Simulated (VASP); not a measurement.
Input for VASP

INCAR:
```
! general
SYSTEM    =  TiC
PREC      =  Accurate
ENCUT     =  520   ! plane-wave cut-off (eV)
LREAL     =  F
LASPH     =  T   ! aspherical one-centre terms

! electronic loop
EDIFF     =  1E-6
NELM      =  100
ALGO      =  Normal
LMAXMIX   =  4

! smearing
ISMEAR    =  1   ! Methfessel-Paxton
SIGMA     =  0.1   ! width (eV)

! functional
GGA       =  MK
LUSE_VDW  =  T
AGGAC     =  0.0
PARAM1    =  0.1234
PARAM2    =  1.0

! ions
IBRION    =  2   ! conjugate gradients
NSW       =  60
ISIF      =  3
EDIFFG    =  -0.01   ! ionic stop

! output
LWAVE     =  F
LCHARG    =  F
```

File KPOINTS:
```
Automatic
0
gamma
13 13 13
```

**POSCAR**
```
TiC
1
    0.0000000000     2.1650000000     2.1650000000
    2.1650000000     0.0000000000     2.1650000000
    2.1650000000     2.1650000000     0.0000000000
Ti C
1 1
Direct
  0.0000000000   0.0000000000   0.0000000000
  0.5000000000   0.5000000000   0.5000000000
```

POTCAR, in this order: Ti_sv C (PBE.64 set). Program: vasp_std.

Question: Write an equivalent input for Quantum ESPRESSO's pw.x.

Answer: One equivalent input (not run):
```
&CONTROL
  calculation = 'vc-relax'
  pseudo_dir = './pseudo'
  outdir = './out'
  tprnfor = .true.
  tstress = .true.
  nstep = 60
  forc_conv_thr = 0.00039
/
&SYSTEM
  ibrav = 0
  nat = 2
  ntyp = 2
  ecutwfc = 84
  occupations = 'smearing'
  smearing = 'methfessel-paxton'
  degauss = 0.00735
  input_dft = 'vdw-df-ob86'
/
&ELECTRONS
  conv_thr = 7.3e-08
  electron_maxstep = 100
/
&IONS
/
&CELL
/
ATOMIC_SPECIES
  Ti 47.867 Ti.upf
  C 12.011 C.upf
CELL_PARAMETERS angstrom
     0.0000000    2.1650000    2.1650000
     2.1650000    0.0000000    2.1650000
     2.1650000    2.1650000    0.0000000
ATOMIC_POSITIONS crystal
  Ti   0.0000000  0.0000000  0.0000000
  C    0.5000000  0.5000000  0.5000000
K_POINTS automatic
  13 13 13 0 0 0
```
Limits of the translation: the potentials are each code's own (VASP's PAW set, PseudoDojo norm-conserving files in pw.x), so ENCUT and ecutwfc are chosen apart and not converted; conv_thr bounds pw.x's estimated SCF error, while EDIFF bounds the energy change between steps; forc_conv_thr acts on force components and is met together with etot_conv_thr.

The compound is TiC in the rock salt structure. This run relaxes it. Symmetry was kept, so distortions that lower it aren't found.
